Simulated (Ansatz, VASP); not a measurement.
## Two plane-wave programs on Be2ZnTe2Se

The input INCAR:

```
SYSTEM = Be2ZnTe2Se
  PREC = Accurate
  ENCUT = 520
  EDIFF = 1E-6
  ISMEAR = 0
  SIGMA = 0.1
  LREAL = .FALSE.
  LASPH = .TRUE.
  NELM = 60
  ALGO = Normal
  ISIF = 2
  LWAVE = .FALSE.
  LCHARG = .FALSE.
  GGA = PE
  NBANDS = 26
```

File KPOINTS:

```
regular mesh
0
G
  6 6 6
  0 0 0
```

POSCAR

```
Be2ZnTe2Se
1.0
   -2.1723943400      2.1723943400      6.0109172500
    2.1723943400     -2.1723943400      6.0109172500
    2.1723943400      2.1723943400     -6.0109172500
Be Zn Te Se
2 1 2 1
Direct
    0.7500000000      0.2500000000      0.5000000000
    0.2500000000      0.7500000000      0.5000000000
    0.5000000000      0.5000000000      0.0000000000
    0.3621850000      0.3621850000      0.0000000000
    0.6378150000      0.6378150000      0.0000000000
    0.0000000000      0.0000000000      0.0000000000
```

Input for Ansatz:

```yaml
crystal:
  lattice:
    - [-2.17239434, 2.17239434, 6.01091725]
    - [2.17239434, -2.17239434, 6.01091725]
    - [2.17239434, 2.17239434, -6.01091725]
  atoms:
    - { symbol: Be, position: [0.75, 0.25, 0.5] }
    - { symbol: Be, position: [0.25, 0.75, 0.5] }
    - { symbol: Zn, position: [0.5, 0.5, 0.0] }
    - { symbol: Te, position: [0.362185, 0.362185, 0.0] }
    - { symbol: Te, position: [0.637815, 0.637815, 0.0] }
    - { symbol: Se, position: [0.0, 0.0, 0.0] }
basis:
  ecutwfc: 420
kpoints:
  mp_grid: { grid: [6, 6, 6] }
hamiltonian:
  xc: pbe
scf:
  occupations: { method: gaussian, width: 0.1 }
  lower_state_search: "off"
output:
  forces: true
  stress: true
  eigenvalues: true
```

Change from the starting cell: species swapped into the LaB2Pt2C type (I4/mmm, No. 139).

Alike in both runs: task single point; functional PBE; k mesh 6 × 6 × 6; occupations gaussian, width 0.1 eV; no spin polarisation.

|  | VASP | Ansatz |
| --- | --- | --- |
| version | VASP 6.6.1 | Ansatz 0.2.0 |
| potentials or method | VASP PAW PBE potentials, release 64 (Be, Zn, Te, Se) | scalar-relativistic, plane waves, PAW |
| plane-wave cutoff (eV) | 520 | 420 |
| valence electrons in the cell | 34 | 64 |

VASP gave:

| Property | Result |
| --- | --- |
| gap on the k mesh at the Fermi level (eV) | none |
| rms of the force components (eV/Å) | 15.053 |

**Question.** Estimate Ansatz's values.

**Answer.** gap on the k mesh at the Fermi level (eV): none; rms of the force components (eV/Å): 16.015.

Atom by atom the forces differ by 0.961 eV/Å (rms over components). A gap of «none» marks a metal or a gap that the smearing closes. The two sets of potentials don't hold the same shells in valence.

Caveats: forces of over 1 eV/Å show positions far from the minimum, so gaps and moduli don't describe the material at rest. Spin-orbit coupling is left out, which matters for the levels of Te.
